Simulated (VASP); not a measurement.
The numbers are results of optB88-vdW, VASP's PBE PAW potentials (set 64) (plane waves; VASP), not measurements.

VASP input:

**INCAR**
```
# general
SYSTEM  =PtSe2
PREC    =Accurate
ENCUT   =520   # plane-wave cut-off (eV)
LREAL   =F   # projection in real space or not
LASPH   =T   # aspherical one-centre terms

# electronic loop
EDIFF   =1E-6
NELM    =100   # most electronic steps
ALGO    =Normal
LMAXMIX =6

# smearing
ISMEAR  =1   # Methfessel-Paxton
SIGMA   =0.1

# functional
GGA     =BO
LUSE_VDW=T
AGGAC   =0.0
PARAM1  =0.1833333333
PARAM2  =0.22

# ions
IBRION  =2   # conjugate gradients
NSW     =60   # most ionic steps
ISIF    =3
EDIFFG  =-0.02

# output
LWAVE   =F
LCHARG  =F
```

POSCAR:
```
PtSe2
1
    1.8862792955    -3.2671318293     0.0000000000
    1.8862792955     3.2671318293     0.0000000000
   -0.0000000000     0.0000000000     4.8894208576
Pt Se
1 2
Direct
  0.0000000000   0.0000000000   0.0000000000
  0.3333330000   0.6666670000   0.2564063801
  0.6666670000   0.3333330000   0.7435936199
```

### KPOINTS
```
Regular mesh
0
G
9 9 6
```

POTCAR, in this order: Pt Se (PBE.64 set). Program: vasp_std.

Output

### OSZICAR
```
...
DAV:   1    -0.102486424026E+02   -0.19449E+01   -0.37813E+01  1909   0.548E+01    0.107E+01
DAV:   2    -0.877493055631E+01    0.14737E+01   -0.87626E+00  1888   0.327E+01    0.723E+00
DAV:   3    -0.831196017148E+01    0.46297E+00   -0.11194E+00  1951   0.115E+01    0.354E+00
DAV:   4    -0.824649464398E+01    0.65466E-01   -0.25193E-01  1923   0.363E+00    0.217E+00
DAV:   5    -0.823907316367E+01    0.74215E-02   -0.20482E-02  2259   0.799E-01    0.827E-01
DAV:   6    -0.823880483414E+01    0.26833E-03   -0.30787E-03  1972   0.390E-01    0.984E-02
DAV:   7    -0.823885892633E+01   -0.54092E-04   -0.14811E-04  2336   0.113E-01    0.293E-02
DAV:   8    -0.823885905080E+01   -0.12446E-06   -0.11822E-05  2126   0.345E-02    0.790E-03
DAV:   9    -0.823885918303E+01   -0.13223E-06   -0.81279E-07  1168   0.775E-03
   2 F= -.82388592E+01 E0= -.82389566E+01  d E =0.648364E-01
       N       E                     dE             d eps       ncg     rms          rms(c)
DAV:   1    -0.909413167324E+01   -0.85527E+00   -0.13950E+01  1902   0.341E+01    0.565E+00
DAV:   2    -0.855224408036E+01    0.54189E+00   -0.35826E+00  1902   0.189E+01    0.305E+00
DAV:   3    -0.838619266061E+01    0.16605E+00   -0.41367E-01  1958   0.716E+00    0.899E-01
DAV:   4    -0.836288830280E+01    0.23304E-01   -0.15245E-01  1937   0.228E+00    0.433E-01
DAV:   5    -0.836209896126E+01    0.78934E-03   -0.49937E-03  2063   0.730E-01    0.330E-01
DAV:   6    -0.836247816104E+01   -0.37920E-03   -0.10070E-03  2182   0.239E-01    0.333E-02
DAV:   7    -0.836247195215E+01    0.62089E-05   -0.53148E-05  2112   0.701E-02    0.164E-02
DAV:   8    -0.836247065689E+01    0.12953E-05   -0.79658E-06  2231   0.306E-02    0.202E-03
DAV:   9    -0.836247072488E+01   -0.67985E-07   -0.60437E-07  1042   0.640E-03
   3 F= -.83624707E+01 E0= -.83625064E+01  d E =-.587752E-01
       N       E                     dE             d eps       ncg     rms          rms(c)
DAV:   1    -0.836261843048E+01   -0.14777E-03   -0.23734E-03  1944   0.444E-01    0.720E-02
DAV:   2    -0.836252749934E+01    0.90931E-04   -0.60965E-04  1909   0.263E-01    0.465E-02
DAV:   3    -0.836249912836E+01    0.28371E-04   -0.70962E-05  1972   0.935E-02    0.168E-02
DAV:   4    -0.836249562412E+01    0.35042E-05   -0.27716E-05  1958   0.300E-02    0.628E-03
DAV:   5    -0.836249554761E+01    0.76507E-07   -0.11606E-06  1077   0.109E-02
   4 F= -.83624955E+01 E0= -.83625304E+01  d E =-.588000E-01
       N       E                     dE             d eps       ncg     rms          rms(c)
DAV:   1    -0.837039379338E+01   -0.78982E-02   -0.27648E-01  1874   0.379E+00    0.358E-01
DAV:   2    -0.836673676724E+01    0.36570E-02   -0.13339E-02  1965   0.104E+00    0.207E-01
DAV:   3    -0.836597557541E+01    0.76119E-03   -0.22041E-03  2140   0.468E-01    0.963E-02
DAV:   4    -0.836574610744E+01    0.22947E-03   -0.90935E-04  2007   0.217E-01    0.394E-02
DAV:   5    -0.836574587541E+01    0.23203E-06   -0.76885E-05  2070   0.656E-02    0.150E-02
DAV:   6    -0.836574578740E+01    0.88008E-07   -0.74935E-06  2238   0.263E-02
   5 F= -.83657458E+01 E0= -.83658243E+01  d E =-.325024E-02
       N       E                     dE             d eps       ncg     rms          rms(c)
DAV:   1    -0.838261135385E+01   -0.16865E-01   -0.87085E-01  1888   0.673E+00    0.632E-01
DAV:   2    -0.837103332806E+01    0.11578E-01   -0.41599E-02  1972   0.183E+00    0.360E-01
DAV:   3    -0.836868087122E+01    0.23525E-02   -0.67123E-03  2119   0.812E-01    0.169E-01
DAV:   4    -0.836799438561E+01    0.68649E-03   -0.26971E-03  2000   0.374E-01    0.695E-02
DAV:   5    -0.836799342979E+01    0.95582E-06   -0.23542E-04  2084   0.115E-01    0.264E-02
DAV:   6    -0.836799308533E+01    0.34446E-06   -0.22838E-05  2273   0.465E-02    0.136E-02
DAV:   7    -0.836799436718E+01   -0.12818E-05   -0.22287E-06  1614   0.123E-02    0.323E-03
DAV:   8    -0.836799456440E+01   -0.19722E-06   -0.19081E-07   958   0.407E-03
   6 F= -.83679946E+01 E0= -.83681488E+01  d E =-.549902E-02
       N       E                     dE             d eps       ncg     rms          rms(c)
DAV:   1    -0.836986882833E+01   -0.18745E-02   -0.85851E-02  1860   0.208E+00    0.234E-01
DAV:   2    -0.836904667565E+01    0.82215E-03   -0.74660E-03  2021   0.880E-01    0.120E-01
DAV:   3    -0.836880597036E+01    0.24071E-03   -0.55527E-04  2098   0.263E-01    0.449E-02
DAV:   4    -0.836875661823E+01    0.49352E-04   -0.37108E-04  1965   0.116E-01    0.187E-02
DAV:   5    -0.836875643056E+01    0.18766E-06   -0.17455E-05  2028   0.323E-02    0.121E-02
DAV:   6    -0.836875702414E+01   -0.59358E-06   -0.21758E-06  1606   0.151E-02
   7 F= -.83687570E+01 E0= -.83689163E+01  d E =-.762460E-03
       N       E                     dE             d eps       ncg     rms          rms(c)
DAV:   1    -0.837993014940E+01   -0.11174E-01   -0.76940E-01  1860   0.623E+00    0.712E-01
DAV:   2    -0.837264764065E+01    0.72825E-02   -0.66988E-02  2028   0.265E+00    0.369E-01
DAV:   3    -0.837041995833E+01    0.22277E-02   -0.51361E-03  2098   0.803E-01    0.137E-01
DAV:   4    -0.836996374950E+01    0.45621E-03   -0.33807E-03  1937   0.349E-01    0.571E-02
DAV:   5    -0.836996300460E+01    0.74490E-06   -0.15449E-04  2056   0.956E-02    0.367E-02
DAV:   6    -0.836996727922E+01   -0.42746E-05   -0.21059E-05  2231   0.459E-02    0.896E-03
DAV:   7    -0.836996835344E+01   -0.10742E-05   -0.19065E-06  1413   0.131E-02    0.246E-03
DAV:   8    -0.836996854355E+01   -0.19011E-06   -0.23855E-07   965   0.468E-03
   8 F= -.83699685E+01 E0= -.83701429E+01  d E =-.197398E-02
       N       E                     dE             d eps       ncg     rms          rms(c)
DAV:   1    -0.837084682148E+01   -0.87847E-03   -0.62350E-02  1860   0.177E+00    0.200E-01
DAV:   2    -0.837025010563E+01    0.59672E-03   -0.54174E-03  2028   0.751E-01    0.104E-01
DAV:   3    -0.837007095527E+01    0.17915E-03   -0.41250E-04  2091   0.228E-01    0.380E-02
DAV:   4    -0.837003456684E+01    0.36388E-04   -0.27331E-04  1937   0.994E-02    0.162E-02
DAV:   5    -0.837003462651E+01   -0.59663E-07   -0.12358E-05  2035   0.269E-02    0.103E-02
DAV:   6    -0.837003508740E+01   -0.46089E-06   -0.15368E-06  1343   0.127E-02
   9 F= -.83700351E+01 E0= -.83702082E+01  d E =-.204052E-02
       N       E                     dE             d eps       ncg     rms          rms(c)
DAV:   1    -0.838495748323E+01   -0.14923E-01   -0.29738E-01  1867   0.494E+00    0.791E-01
DAV:   2    -0.837303326839E+01    0.11924E-01   -0.72294E-02  1895   0.296E+00    0.493E-01
DAV:   3    -0.836957212717E+01    0.34611E-02   -0.78494E-03  1986   0.101E+00    0.173E-01
DAV:   4    -0.836904083353E+01    0.53129E-03   -0.36188E-03  1923   0.341E-01    0.665E-02
DAV:   5    -0.836903403348E+01    0.68000E-05   -0.14824E-04  1993   0.116E-01    0.517E-02
DAV:   6    -0.836903610383E+01   -0.20703E-05   -0.33984E-05  2140   0.554E-02    0.506E-03
DAV:   7    -0.836903605906E+01    0.44762E-07   -0.20411E-06  1514   0.118E-02
  10 F= -.83690361E+01 E0= -.83692071E+01  d E =0.999028E-03
       N       E                     dE             d eps       ncg     rms          rms(c)
DAV:   1    -0.838021170048E+01   -0.11176E-01   -0.18955E-01  1867   0.395E+00    0.627E-01
DAV:   2    -0.837256292061E+01    0.76488E-02   -0.45875E-02  1909   0.234E+00    0.374E-01
DAV:   3    -0.837042434577E+01    0.21386E-02   -0.48918E-03  1993   0.796E-01    0.125E-01
DAV:   4    -0.837010377590E+01    0.32057E-03   -0.22959E-03  1930   0.270E-01    0.515E-02
DAV:   5    -0.837009482827E+01    0.89476E-05   -0.78563E-05  2007   0.872E-02    0.401E-02
DAV:   6    -0.837009954028E+01   -0.47120E-05   -0.17367E-05  2189   0.347E-02    0.435E-03
DAV:   7    -0.837009937291E+01    0.16737E-06   -0.85814E-07  1189   0.739E-03
  11 F= -.83700994E+01 E0= -.83702722E+01  d E =-.642855E-04
```

OUTCAR:
```
------------------------ aborting loop because EDIFF is reached ----------------------------------------
  FORCE on cell =-STRESS in cart. coord.  units (eV):
  Direction    XX          YY          ZZ          XY          YZ          ZX
  --------------------------------------------------------------------------------------
  Total       -0.0073591     -0.0073591      0.0106887      0.0000000     -0.0000000      0.0000000
  in kB       -0.1844953     -0.1844953      0.2679685      0.0000000     -0.0000000      0.0000000
  external PRESSURE =      -0.0336740 kB  Pullay stress =       0.0000000 kB
  volume of cell :       63.91
      direct lattice vectors                 reciprocal lattice vectors
     1.898920452 -3.289026960 -0.000000000     0.263307502 -0.152020645 -0.000000000
     1.898920452  3.289026960  0.000000000     0.263307502  0.152020645  0.000000000
     0.000000000 -0.000000000  5.116187154     0.000000000 -0.000000000  0.195458057
 POSITION                                       TOTAL-FORCE (eV/Angst)
 -----------------------------------------------------------------------------------
      0.00000     -0.00000     -0.00000        -0.000000     -0.000000     -0.000000
      1.89892      1.09634      1.30891         0.000000      0.000000      0.001264
      1.89892     -1.09634      3.80727         0.000000     -0.000000     -0.001264
 -----------------------------------------------------------------------------------
    total drift:                                0.000000     -0.000000      0.000000
  FREE ENERGIE OF THE ION-ELECTRON SYSTEM (eV)
  ---------------------------------------------------
  free  energy   TOTEN  =        -8.3700993729 eV

  energy  without entropy=       -8.3706178789  energy(sigma->0) =       -8.37027221

 reached required accuracy - stopping structural energy minimisation
```
(Selected blocks of OUTCAR.)

**CONTCAR**
```
PtSe2
   1.00000000000000
     1.8989204521555707   -3.2890269597378645   -0.0000000000000001
     1.8989204521555707    3.2890269597378645    0.0000000000000000
     0.0000000000000000   -0.0000000000000001    5.1161871541964841
  Pt              Se
     1     2
Direct
     0.0000000000000000    0.0000000000000000    0.0000000000000000
     0.3333330000000032    0.6666669999999968    0.2558378763944564
     0.6666669999999968    0.3333330000000032    0.7441621236055439
```

Energy and stress use the plane-wave basis of the starting cell.

The compound is PtSe2 in the 1T layered structure. This run relaxes it. Symmetry was kept, so distortions that lower it aren't found.
